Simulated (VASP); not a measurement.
VASP ran on this input.

**KPOINTS**
```
Automatic
0
gamma
 12 12 7
0 0 0
```

### POSCAR
```
Zr
1
    1.5897709219    -2.7535639574    -0.0000000000
    1.5897709219     2.7535639574    -0.0000000000
    0.0000000000    -0.0000000000     5.1253340678
Zr
2
Direct
  0.3333330000   0.6666670000   0.2500000000
  0.6666670000   0.3333330000   0.7500000000
```

**INCAR**
```
ALGO=Normal
EDIFF=1E-6
EDIFFG=-0.01
ENCUT=400
GGA=PS
IBRION=2
ISIF=3
ISMEAR=1
LASPH=T
LCHARG=F
LMAXMIX=4
LREAL=F
LWAVE=F
NELM=100
NSW=60
PREC=Accurate
SIGMA=0.1
SYSTEM=Zr
```

POTCAR, in this order: Zr_sv (PBE.64 set). Program: vasp_std.

Problem. Write an equivalent input for Ansatz.

Solution. One equivalent input (not run):
Ansatz 0.2 input:
```yaml
crystal:
  lattice:
    - [1.5897709, -2.7535640, 0.0000000]
    - [1.5897709, 2.7535640, 0.0000000]
    - [0.0000000, 0.0000000, 5.1253341]
  atoms:
    - { symbol: Zr, position: [0.3333330, 0.6666670, 0.2500000] }
    - { symbol: Zr, position: [0.6666670, 0.3333330, 0.7500000] }
kpoints:
  mp_grid: { grid: [12, 12, 7] }
hamiltonian:
  xc: pbesol
  pseudopotentials: { kind: paw }
scf:
  occupations: { method: methfessel_paxton, width: 0.1 }
  max_iter: 100
relax:
  max_steps: 60
  f_tol: 0.01
  cell: {}
output: { forces: true, stress: true, eigenvalues: true }
```
Limits of the translation: each code has its own PAW files, so the cut-off isn't converted (ENCUT is set for VASP's; basis.ecutwfc is left out, and Ansatz then takes the one that its files recommend); Ansatz stops its SCF on the density residual and VASP on the energy change (EDIFF).

The compound is Zr in the hcp structure. It was relaxed first. The start is the result of an earlier pass.
